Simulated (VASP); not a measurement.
## YMg6Mn under changes of volume

One of the cells (23.505 Å³/atom); the others are scaled copies at fixed shape and fractional positions:

```
Y Mn Mg
1.0
     5.09240    0.00000    0.00000
     0.00000    3.25800    5.66694
     0.00000   -3.25800    5.66694
Y Mn Mg
1 1 6
Direct
  0.50000 0.67398 0.67398
  0.00000 0.83322 0.83322
  0.50000 0.16305 0.16305
  0.50000 0.15745 0.67806
  0.50000 0.67806 0.15745
  0.00000 0.33372 0.33372
  0.00000 0.32532 0.83518
  0.00000 0.83518 0.32532
```

The cell comes from a database or a generator and needn't be the stable form of this composition.

* Program: VASP 6.6.1
* Functional: PBE
* Potentials or basis: VASP PAW PBE potentials, release 64 (Y_sv, Mn_pv, Mg)
* Cutoff: 520 eV
* k mesh: 5 × 5 × 5
* Occupations: fermi-dirac, width 0.05 eV
* Spin: collinear spin, ferromagnetic start
* Starting moments: [0.0, 4.0, 0.0, 0.0, 0.0, 0.0, 0.0, 0.0] μB

```tsv
volume (Å³/atom)	energy over the lowest point (meV/atom)	pressure (GPa)	moment (μB per cell)	largest force (eV/Å)
21.662	9.23	2.6	3.51	0.102
22.122	3.24	1.6	3.53	0.090
22.583	0.00	0.7	3.55	0.078
23.505	0.78	-0.9	3.59	0.060
23.966	?	?	?	?
24.427	9.82	-2.2	3.62	0.063
```

**Question.** What does the run at 23.966 Å³/atom give?

**Answer.** Energy over the lowest point 4.36 meV/atom; pressure -1.6 GPa; moment 3.61 μB per cell; largest force 0.061 eV/Å.

Worked out: A Birch-Murnaghan fit of order 3 (a polynomial in V^(-2/3)) to the other rows has its minimum at 22.96 Å³/atom with B0 = V·E''(V) = 40 GPa and B' = 3.8 at fixed shape and positions, which overstates the stiffness. It gives 4.37 meV/atom at 23.966 Å³/atom, against the run's 4.36, and -dE/dV = -1.6 GPa, against -1.6. A straight line through the other rows of the moment, of slope 0.0402 μB per Å³/atom, gives 3.60 μB, against the run's 3.61.

Energies are extrapolated to zero smearing.
